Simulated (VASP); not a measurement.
Level of theory: RPBE GGA, VASP's PBE PAW potentials (set 64) (plane waves; VASP).

The input files of a VASP run:

INCAR:
```
SIGMA = 0.05   # width (eV)
LWAVE = .FALSE.
LCHARG = .FALSE.
GGA = RP   # RPBE
LMAXMIX = 4   # l cut-off of mixed one-centre charges
LORBIT = 11   # lm-projected
NELM = 100
ALGO = Normal   # blocked Davidson
ICHARG = 11   # fixed density
LASPH = .TRUE.
PREC = Accurate
ENCUT = 520   # plane-wave cut-off (eV)
EDIFF = 1E-7
LREAL = .FALSE.   # projection in real space or not
ISMEAR = 0
SYSTEM = CsPbCl3
```

**POSCAR**
```
CsPbCl3
1
    5.8527625729     0.0000000000     0.0000000000
    0.0000000000     5.8527625729     0.0000000000
    0.0000000000     0.0000000000     5.8527625729
Cs Pb Cl
1 1 3
Direct
  0.0000000000   0.0000000000   0.0000000000
  0.5000000000   0.5000000000   0.5000000000
  0.5000000000   0.0000000000   0.5000000000
  0.0000000000   0.5000000000   0.5000000000
  0.5000000000   0.5000000000   0.0000000000
```

**KPOINTS**
```
k-points along high-symmetry lines
15
Line-mode
Reciprocal
  0.000000   0.000000   0.000000 ! GAMMA
  0.000000   0.500000   0.000000 ! X

  0.000000   0.500000   0.000000 ! X
  0.500000   0.500000   0.000000 ! M

  0.500000   0.500000   0.000000 ! M
  0.000000   0.000000   0.000000 ! GAMMA

  0.000000   0.000000   0.000000 ! GAMMA
  0.500000   0.500000   0.500000 ! R

  0.500000   0.500000   0.500000 ! R
  0.000000   0.500000   0.000000 ! X

  0.500000   0.500000   0.500000 ! R
  0.500000   0.500000   0.000000 ! M
```

POTCAR, in this order: Cs_sv Pb_d Cl (PBE.64 set). Program: vasp_std. Read from the step before: CHGCAR.

Output of the run:

OSZICAR:
```
       N       E                     dE             d eps       ncg     rms          rms(c)
DAV:   1     0.414025727183E+03    0.41403E+03   -0.19260E+04  4680   0.151E+03
DAV:   2     0.359377711387E+02   -0.37809E+03   -0.37038E+03  5846   0.341E+02
DAV:   3    -0.141276009474E+02   -0.50065E+02   -0.49242E+02  5612   0.136E+02
DAV:   4    -0.162371087156E+02   -0.21095E+01   -0.21039E+01  5946   0.357E+01
DAV:   5    -0.163061061891E+02   -0.68997E-01   -0.68947E-01  6062   0.563E+00
DAV:   6    -0.163089813467E+02   -0.28752E-02   -0.28749E-02  7062   0.124E+00
DAV:   7    -0.163090199181E+02   -0.38571E-04   -0.38569E-04  6160   0.101E-01
DAV:   8    -0.163090205454E+02   -0.62731E-06   -0.62721E-06  7068   0.152E-02
DAV:   9    -0.163090205590E+02   -0.13591E-07   -0.13589E-07  4440   0.144E-03
   1 F= -.16309021E+02 E0= -.16309021E+02  d E =-.181590E-10
```

### OUTCAR
```
 val. band max:        0.4248924824   @ k =   0.5000   0.5000   0.5000

 cond. band min:       2.9628451932   @ k =   0.5000   0.5000   0.5000



 k-point     1 :       0.0000    0.0000    0.0000
  band No.  band energies     occupation
      1     -20.4293      2.00000
      2     -15.9650      2.00000
      3     -15.9650      2.00000
      4     -15.8708      2.00000
      5     -15.8708      2.00000
      6     -15.8708      2.00000
      7     -13.6110      2.00000
      8     -13.0795      2.00000
      9     -13.0795      2.00000
     10      -7.2151      2.00000
     11      -7.2151      2.00000
     12      -7.2151      2.00000
     13      -5.8911      2.00000
     14      -3.0341      2.00000
     15      -3.0341      2.00000
     16      -3.0341      2.00000
     17      -1.2804      2.00000
     18      -1.2804      2.00000
     19      -1.2804      2.00000
     20      -1.2271      2.00000
     21      -1.2271      2.00000
     22      -1.2271      2.00000
     23       4.6349      0.00000
     24       5.7163      0.00000
     25       5.7163      0.00000
     26       6.5117      0.00000

 k-point     2 :       0.0000    0.0357    0.0000
  band No.  band energies     occupation
      1     -20.4292      2.00000
      2     -15.9649      2.00000
      3     -15.9644      2.00000
      4     -15.8708      2.00000
      5     -15.8708      2.00000
      6     -15.8708      2.00000
      7     -13.6100      2.00000
      8     -13.0815      2.00000
      9     -13.0795      2.00000
     10      -7.2151      2.00000
     11      -7.2150      2.00000
     12      -7.2150      2.00000
     13      -5.9022      2.00000
     14      -3.0333      2.00000
     15      -3.0333      2.00000
     16      -3.0124      2.00000
     17      -1.2813      2.00000
     18      -1.2813      2.00000
     19      -1.2813      2.00000
     20      -1.2280      2.00000
     21      -1.2280      2.00000
     22      -1.2278      2.00000
     23       4.6448      0.00000
...
```

The density is held fixed in this step, so its total energy and stress have no physical meaning. Unless said otherwise, spin-orbit coupling is left out, though it shifts the bands of the heavy elements here.

The compound is CsPbCl3 in the cubic perovskite structure, the ideal cubic form; the compound distorts at low or room temperature. It was relaxed first, which changed the volume by +14 %.
